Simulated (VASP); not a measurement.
Calculation: r2SCAN meta-GGA, VASP's PBE PAW potentials (set 64) (plane waves; VASP).

The input files of a VASP run:

File POSCAR:
```
Mo
1
    2.5859185507     0.0000000000    -0.0000000000
    0.0000000000     2.5859185507     0.0000000000
    0.0000000000     0.0000000000     2.5859185507
Mo
1
Direct
  0.0000000000   0.0000000000   0.0000000000
```

KPOINTS:
```
kpoints
0
gamma
 16 16 16
0 0 0
```

### INCAR
```
! general
SYSTEM =Mo
PREC   =Accurate
ENCUT  =400
LREAL  =.False.
LASPH  =.True.

! electronic loop
EDIFF  =1E-7
NELM   =100
ALGO   =Normal
LMAXMIX=4
LMIXTAU=.True.

! smearing
ISMEAR =-5

! functional
METAGGA=R2SCAN

! ions
ISIF   =2

! output
LWAVE  =.False.
LCHARG =.False.
LORBIT =11
NEDOS  =601
```

File KPOINTS_OPT:
```
k-points along high-symmetry lines
10
Line-mode
Reciprocal
  0.000000   0.000000   0.000000 ! GAMMA
  0.000000   0.500000   0.000000 ! X

  0.000000   0.500000   0.000000 ! X
  0.500000   0.500000   0.000000 ! M

  0.500000   0.500000   0.000000 ! M
  0.000000   0.000000   0.000000 ! GAMMA

  0.000000   0.000000   0.000000 ! GAMMA
  0.500000   0.500000   0.500000 ! R

  0.500000   0.500000   0.500000 ! R
  0.000000   0.500000   0.000000 ! X

  0.500000   0.500000   0.500000 ! R
  0.500000   0.500000   0.000000 ! M
```

POTCAR, in this order: Mo_sv (PBE.64 set). Program: vasp_std.

The resulting files:

OSZICAR:
```
       N       E                     dE             d eps       ncg     rms          rms(c)
DAV:   1     0.556981459292E+02    0.55698E+02   -0.73761E+03  3734   0.110E+03
DAV:   2    -0.299725104347E+02   -0.85671E+02   -0.82640E+02  4079   0.306E+02
DAV:   3    -0.310428676532E+02   -0.10704E+01   -0.10608E+01  3964   0.344E+01
DAV:   4    -0.310463850863E+02   -0.35174E-02   -0.34887E-02  3935   0.221E+00
DAV:   5    -0.310464044751E+02   -0.19389E-04   -0.19218E-04  3965   0.162E-01    0.158E+01
DAV:   6    -0.244575323977E+02    0.65889E+01   -0.33938E+00  3708   0.239E+01    0.188E+00
DAV:   7    -0.249785433190E+02   -0.52101E+00   -0.18512E-01  3672   0.522E+00    0.160E+00
DAV:   8    -0.247144176500E+02    0.26413E+00   -0.27221E-01  3750   0.529E+00    0.752E-01
DAV:   9    -0.248348800970E+02   -0.12046E+00   -0.67916E-02  3660   0.246E+00    0.629E-01
DAV:  10    -0.248597092165E+02   -0.24829E-01   -0.95722E-03  3822   0.896E-01    0.276E-01
DAV:  11    -0.248660577749E+02   -0.63486E-02   -0.16667E-02  3834   0.929E-01    0.142E-01
DAV:  12    -0.248660120523E+02    0.45723E-04   -0.98594E-05  3774   0.781E-02    0.136E-01
DAV:  13    -0.248658744090E+02    0.13764E-03   -0.11450E-05  3737   0.344E-02    0.165E-01
DAV:  14    -0.248693557243E+02   -0.34813E-02   -0.16309E-03  3633   0.448E-01    0.187E-01
DAV:  15    -0.248693965939E+02   -0.40870E-04   -0.34001E-05  3735   0.621E-02    0.156E-01
DAV:  16    -0.248693966261E+02   -0.32212E-07   -0.11918E-05  3753   0.401E-02    0.109E-01
DAV:  17    -0.248694084097E+02   -0.11784E-04   -0.11059E-05  3675   0.369E-02    0.401E-02
DAV:  18    -0.248694120053E+02   -0.35957E-05   -0.65867E-07  3735   0.966E-03    0.342E-02
DAV:  19    -0.248694119156E+02    0.89714E-07   -0.52663E-07  3735   0.817E-03
   1 F= -.24869412E+02 E0= -.24869412E+02  d E =0.000000E+00
       N       E                     dE             ncg
```

### OUTCAR
```
------------------------ aborting loop because EDIFF is reached ----------------------------------------
  FORCE on cell =-STRESS in cart. coord.  units (eV):
  Direction    XX          YY          ZZ          XY          YZ          ZX
  --------------------------------------------------------------------------------------
  Total        0.1046905      0.1046905      0.1046905      0.0000000      0.0000000     -0.0000000
  in kB        9.7000311      9.7000311      9.7000311      0.0000000      0.0000000     -0.0000000
  external PRESSURE =       9.7000311 kB  Pullay stress =       0.0000000 kB
  volume of cell :       17.29
      direct lattice vectors                 reciprocal lattice vectors
     2.585918551  0.000000000  0.000000000     0.386709782  0.000000000  0.000000000
     0.000000000  2.585918551  0.000000000     0.000000000  0.386709782  0.000000000
     0.000000000  0.000000000  2.585918551     0.000000000  0.000000000  0.386709782
 POSITION                                       TOTAL-FORCE (eV/Angst)
 -----------------------------------------------------------------------------------
      0.00000      0.00000      0.00000         0.000000      0.000000      0.000000
 -----------------------------------------------------------------------------------
    total drift:                               -0.000000      0.000000      0.000000
  FREE ENERGIE OF THE ION-ELECTRON SYSTEM (eV)
  ---------------------------------------------------
  free  energy   TOTEN  =       -24.8694119156 eV

  energy  without entropy=      -24.8694119156  energy(sigma->0) =      -24.86941192

 total charge

# of ion       s       p       d       tot
------------------------------------------
    1        2.394   6.143   4.064  12.600
```
(Selected blocks of OUTCAR.)

For a metal the tetrahedron method with Blöchl corrections gives inexact stress and forces.

The structure was generated: Mo was put into the simple-cubic type (Pm-3m), which need not be its known phase. It was relaxed first.
